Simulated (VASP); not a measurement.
# Ni(111) over its thickness, part 2 of 3

How many layers does a slab of Ni(111) need before surface energy, work function and relaxation settle?

VASP 6.6.1, plane waves and PAW; the level of theory is named at each step.

Still holding for the runs below: The magnetic state follows from one typed start and may not be the lowest.

So far. Step 8 (Relaxing the slab, layers 6): The run ended after 10 ionic steps, 0.004 eV below its first step, once the forces on the free atoms met EDIFFG = -0.01. Step 9 (The vacuum level, layers 6): The vacuum level lies 5.03 eV above the Fermi level at the upper face; both faces agree, as the slab has next to no dipole.

## 10. Relaxing the slab, layers 7

System of this step: Ni(111). The cell holds 7 atoms: 7 Ni. Its edges and angles: a = 2.486 Å, b = 2.486 Å, c = 27.180 Å, α = 90.0°, β = 90.0°, γ = 60.0°. It derives from Ni. 7 layers of fcc Ni, cut at this functional's lattice. Vacuum lies along c.

The input, INCAR:

```
SYSTEM = Ni
PREC = Normal
ENCUT = 320
EDIFF = 1E-06
NELM = 120
ISMEAR = 1
SIGMA = 0.15
LREAL = .FALSE.
ALGO = Fast
GGA = PE
NBANDS = 51
ISPIN = 2
MAGMOM = 1 1 1 1 1 1 1
LASPH = .TRUE.
LMAXMIX = 4
LORBIT = 11
LWAVE = .FALSE.
LCHARG = .FALSE.
KPAR = 4
IBRION = 2
NSW = 50
ISIF = 2
EDIFFG = -0.01
POTIM = 0.4
MAXMIX = 40
```

The input, POSCAR:

```
Ni
1.0
    2.4861695742      0.0000000000      0.0000000000
    1.2430847871      2.1530860094      0.0000000000
    0.0000000000      0.0000000000     27.1796937417
Ni
7
Direct
    0.0000000000      0.0000000000      0.2759413000
    0.3333333300      0.3333333300      0.3506275300
    0.6666666700      0.6666666700      0.4253137700
    0.0000000000      0.0000000000      0.5000000000
    0.3333333300      0.3333333300      0.5746862300
    0.6666666700      0.6666666700      0.6493724700
    0.0000000000      0.0000000000      0.7240587000
```

The input, KPOINTS:

```
Automatic mesh
0
Gamma
15 15 1
0 0 0
```

The projector-augmented-wave data sets are Ni (PBE family, release 64).

Command:

```bash
$ mpirun -np 4 vasp_std
```

Wall time 4.4 min (4 MPI ranks of Intel Xeon Platinum 8488C (Sapphire Rapids), shared host); peak memory 1 GiB; 18 min of CPU time.

Relaxation path:

```
step  energy less that of the first step (eV)  largest force (eV/Å)
   1                                   0.0000                0.1617
   2                                  -0.0028                0.1041
   3                                  -0.0041                0.0501
   4                                  -0.0042                0.0505
   5                                  -0.0045                0.0253
   6                                  -0.0046                0.0161
   7                                  -0.0046                0.0136
   8                                  -0.0046                0.0142
   9                                  -0.0047                0.0122
  10                                  -0.0048                0.0085
```

The atoms that moved most (Å):

```
atom     dx     dy      dz  length
 Ni7  0.000  0.000  -0.022   0.022
 Ni1  0.000  0.000   0.022   0.022
 Ni5  0.000  0.000   0.007   0.007
 Ni3  0.000  0.000  -0.007   0.007
 Ni6  0.000  0.000   0.006   0.006
 Ni2  0.000  0.000  -0.006   0.006
```

Final coordinates:

```xyz
7
Lattice="2.4862 0.0000 0.0000 1.2431 2.1531 0.0000 0.0000 0.0000 27.1797" Properties=species:S:1:pos:R:3
Ni    0.0000    0.0000    7.5220
Ni    1.2431    0.7177    9.5237
Ni    2.4862    1.4354   11.5533
Ni    0.0000    0.0000   13.5898
Ni    1.2431    0.7177   15.6264
Ni    2.4862    1.4354   17.6560
Ni    0.0000    0.0000   19.6577
```

The run ended after 10 ionic steps, 0.005 eV below its first step, once the forces on the free atoms met EDIFFG = -0.01.

## 11. The vacuum level, layers 7

Changes to INCAR since step 10:

```diff
@@ -19,7 +19,6 @@
 KPAR = 4
-IBRION = 2
-NSW = 50
-ISIF = 2
-EDIFFG = -0.01
-POTIM = 0.4
-MAXMIX = 40
+IDIPOL = 3
+LDIPOL = .TRUE.
+DIPOL = 0.5 0.5 0.5
+LVHAR = .TRUE.
+LVACPOTAV = .TRUE.
```

The input, POSCAR:

```
Ni
1.0
    2.4861695742      0.0000000000      0.0000000000
    1.2430847871      2.1530860094      0.0000000000
    0.0000000000      0.0000000000     27.1796937417
Ni
7
Direct
    0.0000000000      0.0000000000      0.2767519091
    0.3333333300      0.3333333300      0.3503992240
    0.6666666700      0.6666666700      0.4250724299
    0.0000000000      0.0000000000      0.5000000000
    0.3333333300      0.3333333300      0.5749275701
    0.6666666700      0.6666666700      0.6496007760
    0.0000000000      0.0000000000      0.7232480909
```

KPOINTS is that of step 10.

Command:

```bash
$ mpirun -np 4 vasp_std
```

Elapsed: 1.8 min, on 4 MPI ranks; peak memory 1 GiB; 6.9 min of CPU time.

The vacuum level lies 5.02 eV above the Fermi level at the upper face; both faces agree, as the slab has next to no dipole.

The program found no field-free point at its default tolerance, but its printed level agrees with the flat part of the planar average.

## 12. Surface relaxation, layers 8

System of this step: Ni(111). The cell holds 8 atoms: 8 Ni. Cell: a = 2.486 Å, b = 2.486 Å, c = 29.210 Å, α = 90.0°, β = 90.0°, γ = 60.0°. It derives from Ni. 8 layers of fcc Ni, cut at this functional's lattice. Vacuum lies along c.

The input, INCAR:

```
SYSTEM = Ni
PREC = Normal
ENCUT = 320
EDIFF = 1E-06
NELM = 120
ISMEAR = 1
SIGMA = 0.15
LREAL = .FALSE.
ALGO = Fast
GGA = PE
NBANDS = 58
ISPIN = 2
MAGMOM = 1 1 1 1 1 1 1 1
LASPH = .TRUE.
LMAXMIX = 4
LORBIT = 11
LWAVE = .FALSE.
LCHARG = .FALSE.
KPAR = 4
IBRION = 2
NSW = 50
ISIF = 2
EDIFFG = -0.01
POTIM = 0.4
MAXMIX = 40
```

The input, POSCAR:

```
Ni
1.0
    2.4861695742      0.0000000000      0.0000000000
    1.2430847871      2.1530860094      0.0000000000
    0.0000000000      0.0000000000     29.2096426986
Ni
8
Direct
    0.6666666700      0.6666666700      0.2567645200
    0.0000000000      0.0000000000      0.3262603700
    0.3333333300      0.3333333300      0.3957562200
    0.6666666700      0.6666666700      0.4652520700
    0.0000000000      0.0000000000      0.5347479300
    0.3333333300      0.3333333300      0.6042437800
    0.6666666700      0.6666666700      0.6737396300
    0.0000000000      0.0000000000      0.7432354800
```

KPOINTS is that of step 11.

Command:

```bash
$ mpirun -np 4 vasp_std
```

Elapsed: 7.3 min, on 4 MPI ranks; peak memory 1.1 GiB.

Spin moment in the PAW sphere by atom:

```
atom  spin moment in the PAW sphere (μB)
 Ni1                               0.676
 Ni2                               0.683
 Ni3                               0.643
 Ni4                               0.631
 Ni5                               0.631
 Ni6                               0.643
 Ni7                               0.683
 Ni8                               0.676
```

The run ended after 13 ionic steps, 0.005 eV below its first step, once the forces on the free atoms met EDIFFG = -0.01.

## 13. The vacuum level, layers 8

Changes to INCAR since step 12:

```diff
@@ -19,7 +19,6 @@
 KPAR = 4
-IBRION = 2
-NSW = 50
-ISIF = 2
-EDIFFG = -0.01
-POTIM = 0.4
-MAXMIX = 40
+IDIPOL = 3
+LDIPOL = .TRUE.
+DIPOL = 0.5 0.5 0.5
+LVHAR = .TRUE.
+LVACPOTAV = .TRUE.
```

The input, POSCAR:

```
Ni
1.0
    2.4861695742      0.0000000000      0.0000000000
    1.2430847871      2.1530860094      0.0000000000
    0.0000000000      0.0000000000     29.2096426986
Ni
8
Direct
    0.6666666700      0.6666666700      0.2578787306
    0.0000000000      0.0000000000      0.3263641377
    0.3333333300      0.3333333300      0.3956819601
    0.6666666700      0.6666666700      0.4652257191
    0.0000000000      0.0000000000      0.5347742809
    0.3333333300      0.3333333300      0.6043180399
    0.6666666700      0.6666666700      0.6736358623
    0.0000000000      0.0000000000      0.7421212694
```

KPOINTS is that of step 12.

Command:

```bash
$ mpirun -np 4 vasp_std
```

Wall time 2.5 min (4 MPI ranks); peak memory 1.1 GiB; 10 min of CPU time.

The planar average of the electrostatic potential oscillates, so the rows of the table below give means over windows of 2.05 Å about each position, cut where the curve ends. Its maxima inside the range that stand out by 2 % of the span (Å: eV): 8.6: -0.409, 10.5: -0.360, 12.6: -0.226, 14.6: -0.193, 16.7: -0.226, 18.7: -0.360, 20.7: -0.409. Its minima: 7.5: -20.8, 9.6: -20.7, 11.5: -20.8, 13.6: -20.9, 15.6: -20.9, 17.7: -20.8, 19.6: -20.7, 21.7: -20.8.

Zero at the Fermi level. The planar average of the electrostatic potential by height; means over each step:

height (Å), planar average of the electrostatic potential (eV) and a bar from the least value:
```
     1.02        5.0 ##############################
     3.07        5.0 ##############################
     5.12        4.8 ##############################
     7.17       -8.3 ##
     9.22       -9.5 
    11.28       -9.4 
    13.32       -9.3 
    15.37       -9.3 
    17.42       -9.4 
    19.47       -9.4 
    21.52       -9.2 #
    23.57        4.1 ############################
    25.62        5.0 ##############################
    27.67        5.0 ##############################
```

The vacuum level lies 5.02 eV above the Fermi level at the upper face; both faces agree, as the slab has next to no dipole.

The program found no field-free point at its default tolerance, and its printed vacuum level lies off the flat part of the planar average, by -0.01 eV at the upper face; the levels here are read from the flat part.

## 14. Surface relaxation, layers 9

System of this step: Ni(111). The cell holds 9 atoms: 9 Ni. Cell: a = 2.486 Å, b = 2.486 Å, c = 31.240 Å, α = 90.0°, β = 90.0°, γ = 60.0°. It derives from Ni. 9 layers of fcc Ni, cut at this functional's lattice. Vacuum lies along c.

The input, INCAR:

```
SYSTEM = Ni
PREC = Normal
ENCUT = 320
EDIFF = 1E-06
NELM = 120
ISMEAR = 1
SIGMA = 0.15
LREAL = .FALSE.
ALGO = Fast
GGA = PE
NBANDS = 66
ISPIN = 2
MAGMOM = 1 1 1 1 1 1 1 1 1
LASPH = .TRUE.
LMAXMIX = 4
LORBIT = 11
LWAVE = .FALSE.
LCHARG = .FALSE.
KPAR = 4
IBRION = 2
NSW = 50
ISIF = 2
EDIFFG = -0.01
POTIM = 0.4
MAXMIX = 40
```

The input, POSCAR:

```
Ni
1.0
    2.4861695742      0.0000000000      0.0000000000
    1.2430847871      2.1530860094      0.0000000000
    0.0000000000      0.0000000000     31.2395916556
Ni
9
Direct
    0.3333333300      0.3333333300      0.2400799600
    0.6666666700      0.6666666700      0.3050599700
    0.0000000000      0.0000000000      0.3700399800
    0.3333333300      0.3333333300      0.4350199900
    0.6666666700      0.6666666700      0.5000000000
    0.0000000000      0.0000000000      0.5649800100
    0.3333333300      0.3333333300      0.6299600200
    0.6666666700      0.6666666700      0.6949400300
    0.0000000000      0.0000000000      0.7599200400
```

KPOINTS is that of step 13.

Command:

```bash
$ mpirun -np 4 vasp_std
```

Run time: 11 min. Hardware: 4 MPI ranks; peak memory 1.3 GiB.

The run ended after 13 ionic steps, 0.005 eV below its first step, once the forces on the free atoms met EDIFFG = -0.01.

## 15. The vacuum level, layers 9

Changes to INCAR since step 14:

```diff
@@ -19,7 +19,6 @@
 KPAR = 4
-IBRION = 2
-NSW = 50
-ISIF = 2
-EDIFFG = -0.01
-POTIM = 0.4
-MAXMIX = 40
+IDIPOL = 3
+LDIPOL = .TRUE.
+DIPOL = 0.5 0.5 0.5
+LVHAR = .TRUE.
+LVACPOTAV = .TRUE.
```

The input, POSCAR:

```
Ni
1.0
    2.4861695742      0.0000000000      0.0000000000
    1.2430847871      2.1530860094      0.0000000000
    0.0000000000      0.0000000000     31.2395916556
Ni
9
Direct
    0.3333333300      0.3333333300      0.2407515999
    0.6666666700      0.6666666700      0.3048273617
    0.0000000000      0.0000000000      0.3697546355
    0.3333333300      0.3333333300      0.4348517595
    0.6666666700      0.6666666700      0.5000000000
    0.0000000000      0.0000000000      0.5651482405
    0.3333333300      0.3333333300      0.6302453645
    0.6666666700      0.6666666700      0.6951726383
    0.0000000000      0.0000000000      0.7592484001
```

KPOINTS is that of step 14.

Command:

```bash
$ mpirun -np 4 vasp_std
```

It took 3.7 min on 4 MPI ranks; peak memory 1.2 GiB; 15 min of CPU time.

The planar average of the electrostatic potential oscillates, so the rows of the table below give means over windows of 2.01 Å about each position, cut where the curve ends. Its maxima inside the range that stand out by 2 % of the span (Å: eV): 8.5: -0.413, 10.5: -0.327, 12.6: -0.229, 14.6: -0.161, 16.6: -0.161, 18.6: -0.229, 20.8: -0.327, 22.8: -0.413. Its minima: 7.5: -20.6, 9.5: -20.8, 11.6: -20.7, 13.6: -20.8, 15.6: -20.9, 17.6: -20.8, 19.6: -20.7, 21.8: -20.8, 23.8: -20.6.

Zero at the Fermi level. Planar average of the electrostatic potential against height; means over each step:

```
height (Å)  planar average of the electrostatic potential (eV)
      1.00                                                5.04
      3.01                                                5.04
      5.02                                                4.86
      7.03                                               -7.81
      9.04                                               -9.58
     11.05                                               -9.45
     13.06                                               -9.39
     15.07                                               -9.37
     17.08                                               -9.35
     19.09                                               -9.37
     21.10                                               -9.44
     23.11                                               -9.52
     25.12                                                1.84
     27.13                                                5.03
     29.14                                                5.04
```

The vacuum level lies 5.04 eV above the Fermi level at the upper face; both faces agree, as the slab has next to no dipole.

The program found no field-free point at its default tolerance, but its printed level agrees with the flat part of the planar average.

## 16. Relaxing the slab, layers 10

System of this step: Ni(111). The cell holds 10 atoms: 10 Ni. Cell: a = 2.486 Å, b = 2.486 Å, c = 33.270 Å, α = 90.0°, β = 90.0°, γ = 60.0°. It derives from Ni. 10 layers of fcc Ni, cut at this functional's lattice. Vacuum lies along c.

The input, INCAR:

```
SYSTEM = Ni
PREC = Normal
ENCUT = 320
EDIFF = 1E-06
NELM = 120
ISMEAR = 1
SIGMA = 0.15
LREAL = .FALSE.
ALGO = Fast
GGA = PE
NBANDS = 73
ISPIN = 2
MAGMOM = 1 1 1 1 1 1 1 1 1 1
LASPH = .TRUE.
LMAXMIX = 4
LORBIT = 11
LWAVE = .FALSE.
LCHARG = .FALSE.
KPAR = 4
IBRION = 2
NSW = 50
ISIF = 2
EDIFFG = -0.01
POTIM = 0.4
MAXMIX = 40
```

The input, POSCAR:

```
Ni
1.0
    2.4861695742      0.0000000000      0.0000000000
    1.2430847871      2.1530860094      0.0000000000
    0.0000000000      0.0000000000     33.2695406125
Ni
10
Direct
    0.0000000000      0.0000000000      0.2254314300
    0.3333333300      0.3333333300      0.2864466700
    0.6666666700      0.6666666700      0.3474619000
    0.0000000000      0.0000000000      0.4084771400
    0.3333333300      0.3333333300      0.4694923800
    0.6666666700      0.6666666700      0.5305076200
    0.0000000000      0.0000000000      0.5915228600
    0.3333333300      0.3333333300      0.6525381000
    0.6666666700      0.6666666700      0.7135533300
    0.0000000000      0.0000000000      0.7745685700
```

KPOINTS is that of step 15.

Command:

```bash
$ mpirun -np 4 vasp_std
```

Wall time 9.7 min (4 MPI ranks); peak memory 1.4 GiB; 39 min of CPU time.

The run ended after 9 ionic steps, 0.004 eV below its first step, once the forces on the free atoms met EDIFFG = -0.01.

## 17. The vacuum level, layers 10

Changes to INCAR since step 16:

```diff
@@ -19,7 +19,6 @@
 KPAR = 4
-IBRION = 2
-NSW = 50
-ISIF = 2
-EDIFFG = -0.01
-POTIM = 0.4
-MAXMIX = 40
+IDIPOL = 3
+LDIPOL = .TRUE.
+DIPOL = 0.5 0.5 0.5
+LVHAR = .TRUE.
+LVACPOTAV = .TRUE.
```

The input, POSCAR:

```
Ni
1.0
    2.4861695742      0.0000000000      0.0000000000
    1.2430847871      2.1530860094      0.0000000000
    0.0000000000      0.0000000000     33.2695406125
Ni
10
Direct
    0.0000000000      0.0000000000      0.2259755009
    0.3333333300      0.3333333300      0.2861793901
    0.6666666700      0.6666666700      0.3471838912
    0.0000000000      0.0000000000      0.4083698079
    0.3333333300      0.3333333300      0.4694479162
    0.6666666700      0.6666666700      0.5305520838
    0.0000000000      0.0000000000      0.5916301921
    0.3333333300      0.3333333300      0.6528161088
    0.6666666700      0.6666666700      0.7138206099
    0.0000000000      0.0000000000      0.7740244991
```

KPOINTS is that of step 16.

Command:

```bash
$ mpirun -np 4 vasp_std
```

It took 5 min on 4 MPI ranks; peak memory 1.4 GiB; 20 min of CPU time.

The planar average of the electrostatic potential oscillates, so the rows of the table below give means over windows of 2 Å about each position, cut where the curve ends. Its maxima inside the range that stand out by 2 % of the span (Å: eV): 8.5: -0.376, 10.5: -0.242, 12.5: -0.217, 14.6: -0.227, 16.6: -0.182, 18.6: -0.227, 20.7: -0.217, 22.7: -0.242, 24.7: -0.376. Its minima: 7.5: -20.7, 9.5: -20.9, 11.5: -20.9, 13.6: -20.7, 15.6: -20.8, 17.6: -20.8, 19.6: -20.7, 21.7: -20.9, 23.7: -20.9, 25.7: -20.7.

Zero at the Fermi level. Planar average of the electrostatic potential against height; means over each step:

```
height (Å)  planar average of the electrostatic potential (eV)
      1.00                                                5.04
      3.00                                                5.04
      5.00                                                4.87
      7.00                                               -7.64
      9.00                                               -9.58
     11.00                                               -9.43
     13.00                                               -9.35
     15.00                                               -9.35
     17.00                                               -9.33
     19.00                                               -9.31
     21.00                                               -9.28
     23.00                                               -9.35
     25.00                                               -9.51
     27.00                                               0.336
     29.00                                                5.01
     31.00                                                5.04
     33.00                                                5.04
```

The vacuum level lies 5.04 eV above the Fermi level at the upper face; both faces agree, as the slab has next to no dipole.

The program found no field-free point at its default tolerance, and its printed vacuum level lies off the flat part of the planar average, by -0.01 eV at the upper face; the levels here are read from the flat part.

## 18. Relaxing the slab, layers 11

System of this step: Ni(111). The cell holds 11 atoms: 11 Ni. Cell: a = 2.486 Å, b = 2.486 Å, c = 35.299 Å, α = 90.0°, β = 90.0°, γ = 60.0°. It derives from Ni. 11 layers of fcc Ni, cut at this functional's lattice. Vacuum lies along c.

The input, INCAR:

```
SYSTEM = Ni
PREC = Normal
ENCUT = 320
EDIFF = 1E-06
NELM = 120
ISMEAR = 1
SIGMA = 0.15
LREAL = .FALSE.
ALGO = Fast
GGA = PE
NBANDS = 80
ISPIN = 2
MAGMOM = 1 1 1 1 1 1 1 1 1 1 1
LASPH = .TRUE.
LMAXMIX = 4
LORBIT = 11
LWAVE = .FALSE.
LCHARG = .FALSE.
KPAR = 4
IBRION = 2
NSW = 50
ISIF = 2
EDIFFG = -0.01
POTIM = 0.4
MAXMIX = 40
```

The input, POSCAR:

```
Ni
1.0
    2.4861695742      0.0000000000      0.0000000000
    1.2430847871      2.1530860094      0.0000000000
    0.0000000000      0.0000000000     35.2994895694
Ni
11
Direct
    0.6666666700      0.6666666700      0.2124676600
    0.0000000000      0.0000000000      0.2699741300
    0.3333333300      0.3333333300      0.3274806000
    0.6666666700      0.6666666700      0.3849870600
    0.0000000000      0.0000000000      0.4424935300
    0.3333333300      0.3333333300      0.5000000000
    0.6666666700      0.6666666700      0.5575064700
    0.0000000000      0.0000000000      0.6150129400
    0.3333333300      0.3333333300      0.6725194000
    0.6666666700      0.6666666700      0.7300258700
    0.0000000000      0.0000000000      0.7875323400
```

KPOINTS is that of step 17.

Command:

```bash
$ mpirun -np 4 vasp_std
```

Elapsed: 15 min, on 4 MPI ranks; peak memory 1.5 GiB.

Spin moment in the PAW sphere by atom:

```
atom  spin moment in the PAW sphere (μB)
 Ni1                               0.713
 Ni2                               0.707
 Ni3                               0.666
 Ni4                               0.660
 Ni5                               0.663
 Ni6                               0.666
 Ni7                               0.663
 Ni8                               0.660
 Ni9                               0.666
Ni10                               0.707
Ni11                               0.713
```

The run ended after 14 ionic steps, 0.005 eV below its first step, once the forces on the free atoms met EDIFFG = -0.01.

## 19. The vacuum level, layers 11

Changes to INCAR since step 18:

```diff
@@ -19,7 +19,6 @@
 KPAR = 4
-IBRION = 2
-NSW = 50
-ISIF = 2
-EDIFFG = -0.01
-POTIM = 0.4
-MAXMIX = 40
+IDIPOL = 3
+LDIPOL = .TRUE.
+DIPOL = 0.5 0.5 0.5
+LVHAR = .TRUE.
+LVACPOTAV = .TRUE.
```

The input, POSCAR:

```
Ni
1.0
    2.4861695742      0.0000000000      0.0000000000
    1.2430847871      2.1530860094      0.0000000000
    0.0000000000      0.0000000000     35.2994895694
Ni
11
Direct
    0.6666666700      0.6666666700      0.2130687748
    0.0000000000      0.0000000000      0.2697722751
    0.3333333300      0.3333333300      0.3272286124
    0.6666666700      0.6666666700      0.3848399848
    0.0000000000      0.0000000000      0.4424216304
    0.3333333300      0.3333333300      0.5000000000
    0.6666666700      0.6666666700      0.5575783696
    0.0000000000      0.0000000000      0.6151600152
    0.3333333300      0.3333333300      0.6727713876
    0.6666666700      0.6666666700      0.7302277249
    0.0000000000      0.0000000000      0.7869312252
```

KPOINTS is that of step 18.

Command:

```bash
$ mpirun -np 4 vasp_std
```

Elapsed: 6.7 min, on 4 MPI ranks; peak memory 1.5 GiB.

The vacuum level lies 5.05 eV above the Fermi level at the upper face; both faces agree, as the slab has next to no dipole.

The program found no field-free point at its default tolerance, and its printed vacuum level lies off the flat part of the planar average, by -0.02 eV at the upper face; the levels here are read from the flat part.

[end of part 2 of 3]

[Lines on the potential files, build, host, timing and source positions are cut from VASP's logs without a mark.]

[Logs are printed without paths, hosts, clocks, repeated set-up lines and the standing remarks that a program may print on its own settings, such as how far it seeks lower states.]

[Hosts, paths, dates, database ids (printed as entryN), source tags and the programs' standing remarks are cut or masked in the printed files.]

[Runs that stopped without an error message from VASP are left out.]
